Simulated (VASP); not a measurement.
Energy against volume of CdSe (zinc blende). Computed with AM05 GGA, VASP's PBE PAW potentials (set 64) (plane waves; VASP). Settings: 520 eV cut-off, 8×8×8 Γ-centred mesh, Gaussian smearing of 0.050 eV, potentials Cd Se.

| V (Å³/atom) | E (eV/atom) |
|---|---|
| 26.891 | -2.83161 |
| 27.750 | -2.84524 |
| 28.608 | -2.84948 |
| 29.466 | -2.84579 |

Task: Fit these four points and predict the energy of the run at 30.324 Å³/atom.

Result: A cubic in V^(−2/3), the third-order Birch-Murnaghan form, passes through the four points with V0 = 28.61 Å³/atom and B0 = 49 GPa, and gives -2.8354 eV/atom there. The run gave -2.8354 eV/atom, -0.1 meV/atom from the fit; all five points give B0 = 49 GPa.

The compound is CdSe in the zinc blende structure, whereas wurtzite is the usual form. It was relaxed first.
